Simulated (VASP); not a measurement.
# A VASP study of AlNi (PBE + D3(BJ)): structure first, properties next, part 2 of 2

Wanted: the relaxed cell of AlNi and its properties. The start is a cell from a database of measured crystal structures.

VASP 6.6.1, plane waves and PAW; the level of theory is named at each step.

Still holding for the runs below: This run allows spin, but its moments start at zero, where symmetry between the spins tends to hold them, which is where the search above led. Its electron count is odd, so without a moment it is a metal by construction.

So far. Step 10 (Band structure (PBE + D3(BJ))): There is no gap at this level. Step 10 (Band structure (PBE + D3(BJ))): Of the bands kept, 2 cross the Fermi level on this path. The relaxed cell has a = 2.855 Å (conventional setting).

The database entry behind the starting cell differs from later determinations by our own check (about 0.2 % short), so it need not match the best structure at ambient conditions.

**11. Density of states (PBE + D3(BJ))**

Here the states are counted by energy and projected on the atoms. The mesh is finer than in the run before.

Input file INCAR:

```
SYSTEM = AlNi
PREC = Accurate
ENCUT = 400
EDIFF = 1E-06
NELM = 100
ISMEAR = -5
SIGMA = 0.2
LREAL = .FALSE.
ALGO = Normal
GGA = PE
IVDW = 12
NBANDS = 19
ISPIN = 2
MAGMOM = 0 0
LASPH = .TRUE.
LMAXMIX = 4
LORBIT = 11
LWAVE = .FALSE.
LCHARG = .FALSE.
KPAR = 4
NEDOS = 2001
```

Input file POSCAR:

```
AlNi
1.0
    2.8552291790      0.0000000000      0.0000000000
    0.0000000000      2.8552291790      0.0000000000
    0.0000000000      0.0000000000      2.8552291790
Al Ni
1 1
Direct
    0.0000000000      0.0000000000      0.0000000000
    0.5000000000      0.5000000000      0.5000000000
```

Input file KPOINTS:

```
Automatic mesh
0
Gamma
10 10 10
0 0 0
```

PAW data sets: Al and Ni (PBE family, release 64).

Command:

```bash
$ mpirun -np 4 vasp_std
```

Elapsed: 6 s, on 4 MPI ranks of Intel Xeon 6975P-C (Granite Rapids), shared host; peak memory 0.6 GiB; 22 s of CPU time.

With tetrahedra the forces and stress of a metal are not exact derivatives of the energy.

This step gave:

```
irreducible k-points                                 : 56
free energy (TOTEN)                                  : -11.43 eV
Fermi energy                                         : 10.41 eV
pressure                                             : -0.09474 GPa
DOS at the Fermi level, one point of the energy grid : 0.8594 states/eV/cell
```

The density of states has structure finer than the step of the table below, so its rows give means over 1 eV, whole bins alone (the curve runs from -12.0 to 7.89 eV). Peaks (eV: height): total -3.2: 3.59, -2.5: 4.64, -2.1: 9.66, -0.6: 2.09; Ni d -3.2: 2.44, -2.5: 3.98, -2.1: 8.59, -0.6: 1.63; Ni p -4.0: 0.111, -3.1: 0.195, -2.1: 0.126, 2.7: 0.113; Al p -4.0: 0.190, -3.1: 0.174, -2.2: 0.0876, 5.9: 0.127; Ni s -4.2: 0.110, -2.1: 0.0712, -0.6: 0.0832, 2.2: 0.105.

States under -12.0 eV and over 7.9 eV are left out; both spin channels agree and are summed. Table of density of states by energy, zero at the Fermi level; means over each step; values in states/eV/cell:

| energy (eV) | total | Ni d | Ni p | Al p | Ni s | Al s |
| --- | --- | --- | --- | --- | --- | --- |
| -11 | 0.0717 | 0 | 0.00134 | 6.4e-4 | 0.0197 | 0.0141 |
| -10 | 0.184 | 0.00102 | 0.00786 | 0.00375 | 0.0453 | 0.0344 |
| -9 | 0.260 | 0.00463 | 0.0177 | 0.00852 | 0.0544 | 0.0456 |
| -8 | 0.346 | 0.0143 | 0.0330 | 0.0134 | 0.0545 | 0.0602 |
| -7 | 0.467 | 0.0459 | 0.0528 | 0.0184 | 0.0445 | 0.0829 |
| -6 | 0.608 | 0.140 | 0.0483 | 0.0328 | 0.0488 | 0.0795 |
| -5 | 0.660 | 0.217 | 0.0426 | 0.0511 | 0.0610 | 0.0370 |
| -4 | 1.53 | 0.799 | 0.0759 | 0.112 | 0.0702 | 0.0207 |
| -3 | 2.55 | 1.86 | 0.103 | 0.0942 | 0.00886 | 0.00181 |
| -2 | 4.90 | 4.34 | 0.0768 | 0.0465 | 0.0316 | 0.00312 |
| -1 | 0.885 | 0.679 | 0.0476 | 0.0230 | 0.0241 | 0.00265 |
| 0 | 0.949 | 0.586 | 0.0856 | 0.0507 | 0.0326 | 0.00888 |
| 1 | 0.411 | 0.173 | 0.0615 | 0.0350 | 0.0104 | 0.00566 |
| 2 | 0.441 | 0.132 | 0.0579 | 0.0238 | 0.0607 | 0.0118 |
| 3 | 0.840 | 0.252 | 0.0965 | 0.0489 | 0.0762 | 0.0603 |
| 4 | 0.797 | 0.204 | 0.0800 | 0.0647 | 0.0445 | 0.0858 |
| 5 | 0.772 | 0.166 | 0.0741 | 0.0874 | 0.0463 | 0.0592 |
| 6 | 0.907 | 0.154 | 0.100 | 0.121 | 0.0530 | 0.0530 |
| 7 | 0.819 | 0.116 | 0.101 | 0.108 | 0.0449 | 0.0397 |

The finer mesh and the other smearing move the Fermi level by -0.15 eV from the 7×7×7 run, one measure of the sampling error in the zero of the bands above. Of the states within 0.3 eV of the Fermi level, the largest shares in the PAW spheres are Ni d 60 %, Ni p 10 % and Al p 6 %. The rest lies in smaller channels or between the spheres.

**12. Vibrations at Γ (PBE + D3(BJ))**

Zone-centre modes test whether the atoms sit at a minimum within this cell. IBRION = 6 takes the force constants from differences of forces between displaced cells, so the forces must be tight.

Input file INCAR:

```
SYSTEM = AlNi
PREC = Accurate
ENCUT = 400
EDIFF = 1E-08
NELM = 100
ISMEAR = 1
SIGMA = 0.2
LREAL = .FALSE.
ALGO = Normal
GGA = PE
IVDW = 12
NBANDS = 13
ISPIN = 2
MAGMOM = 0 0
LASPH = .TRUE.
LMAXMIX = 4
LORBIT = 11
LWAVE = .FALSE.
LCHARG = .FALSE.
KPAR = 4
IBRION = 6
NFREE = 2
POTIM = 0.015
ISIF = 2
NSW = 1
```

POSCAR is that of step 11.

Input file KPOINTS:

```
Automatic mesh
0
Gamma
13 13 13
0 0 0
```

Command:

```bash
$ mpirun -np 4 vasp_std
```

Wall time 28 s (4 MPI ranks); peak memory 0.91 GiB.

The last energy, forces, stress and levels in OUTCAR belong to the last displaced cell, not to the cell of POSCAR.

This step gave:

| Quantity | Value |
| --- | --- |
| bands | 13 |
| irreducible k-points | 84 |
| pressure of the cell | -0.08377 GPa |
| largest force of the cell | 0 eV/Å |

The modes at Γ (shares of kinetic energy by element, %):

| mode | frequency (cm⁻¹) | symmetry | Al % | Ni % |
| --- | --- | --- | --- | --- |
| 1 | -0.1 | acoustic | 31 | 69 |
| 2 | -0.1 | acoustic | 31 | 69 |
| 3 | -0.1 | acoustic | 31 | 69 |
| 4 | 312.4 | T1u | 69 | 31 |
| 5 | 312.4 | T1u | 69 | 31 |
| 6 | 312.4 | T1u | 69 | 31 |

Displacements in mode 4 (312.4 cm⁻¹), the largest set to 1:
```
Al1  0.00  0.00  1.00
Ni2  0.00  0.00 -0.46
```

The three acoustic modes lie within 0.1 cm⁻¹ of zero, and all others are real. By the characters of their eigenvectors the optical modes sort into (cm⁻¹) infrared active: T1u 312.

**13. Field gradients at the nuclei (PBE + D3(BJ))**

Field gradients probe how far the charge around each nucleus departs from cubic symmetry; LASPH keeps the non-spherical terms inside the spheres.

Changes to INCAR since step 12:

```diff
@@ -3,3 +3,3 @@
 ENCUT = 400
-EDIFF = 1E-08
+EDIFF = 1E-07
 NELM = 100
@@ -20,6 +20,2 @@
 KPAR = 4
-IBRION = 6
-NFREE = 2
-POTIM = 0.015
-ISIF = 2
-NSW = 1
+LEFG = .TRUE.
```

POSCAR is that of step 12.

Input file KPOINTS:

```
Automatic mesh
0
Gamma
7 7 7
0 0 0
```

Command:

```bash
$ mpirun -np 4 vasp_std
```

Wall time 3 s (4 MPI ranks); peak memory 0.51 GiB; 9.7 s of CPU time.

Numbers from this step:

* SCF cycles: 14
* irreducible k-points: 20
* free energy (TOTEN): -11.45 eV
* Fermi energy: 10.56 eV
* pressure: -0.02708 GPa

Electric field gradients, by row:

| atom | Vxx (V/Å²) | Vyy (V/Å²) | Vzz (V/Å²) | asymmetry |
| --- | --- | --- | --- | --- |
| Al1 | 0 | 0 | 0 | - |
| Ni2 | 0 | 0 | 0 | - |

All gradients vanish within the noise.

The run ends at a pressure of -0.03 GPa.

**14. What came out**

- relaxed volume: 11.64 Å³/atom
- relaxed conventional cell a, b, c: 2.855, 2.855, 2.855 Å
- space group after relaxing, within 0.02 Å: Pm-3m (No. 221)
- moment of the cell: 0 μB
- band gap: none, a metal
- DOS at the Fermi level: 0.859 states/eV/cell
- highest zone-centre mode: 312 cm⁻¹
- largest field gradient Vzz: zero within the noise on all sites

**Reading.** With PBE + D3(BJ), AlNi relaxes to 11.64 Å³/atom in space group Pm-3m (held by the symmetry of the run) and comes out as a metal. Against the listed cell the volume lies -2.7 %. Band structure (PBE + D3(BJ)): Of the bands kept, 2 cross the Fermi level on this path. Vibrations at Γ (PBE + D3(BJ)): The highest mode in this list at Γ, 312.4 cm⁻¹, has its largest share on Al (69 % of the kinetic energy). The k-sampling is coarse for a metal, so the Fermi level, pressures and the shape of the cell carry errors. With an odd electron count and no spin the cell is a metal by construction. Modes at Γ alone can't show that the crystal is stable at other wave vectors. No search among competing phases was made, and a listed structure need not be the one stable at ambient conditions. All values are for a static lattice at zero temperature.

[Lines on the potential files, build, host, timing and source positions are cut from VASP's logs without a mark.]

[Logs are printed without paths, hosts, clocks, repeated set-up lines and the standing remarks that a program may print on its own settings, such as how far it seeks lower states.]

[Hosts, paths, dates, database ids (printed as entryN), source tags and the programs' standing remarks are cut or masked in the printed files.]

[A measured line is paired with the nearest computed mode of its activity, which favours agreement.]

[In band tables of VASP the shares of atoms and orbitals are scaled to a sum of 1 inside the atoms' spheres.]
